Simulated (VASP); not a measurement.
Here is the system:

```yaml
crystal:
  lattice:
    - [0.00000, 2.87915, 2.87915]
    - [2.87915, 0.00000, 2.87915]
    - [2.87915, 2.87915, 0.00000]
  atoms:
    - { symbol: Ag, position: [0.00000, 0.00000, 0.00000] }
    - { symbol: Br, position: [0.50000, 0.50000, 0.50000] }
```

Method: LDA (Ceperley-Alder, Perdew-Zunger), VASP's LDA PAW potentials (set 64) (plane waves; VASP). Run with 300 eV cut-off, 8×8×8 Γ-centred mesh, Gaussian smearing of 0.010 eV, potentials Ag Br.

At this cut-off the stress carries a Pulay error, which pulls relaxed volumes low.

Predict the energy per atom (σ→0), pressure, band gap (on the k-mesh) with the smallest direct gap where there is one.

| Item | Result |
|---|---|
| band gap (on the k-mesh) | 0.40 eV |
| smallest direct gap (on the k-mesh) | 2.30 eV |
| energy per atom (σ→0) | -3.177 eV/atom |
| pressure | -4.63 GPa |

Total energies compare only between runs with the same potentials, cut-off and functional.

The structure comes from a computed database's AgBr entry; how it stands against other phases isn't given here. The cell was not relaxed at this level.
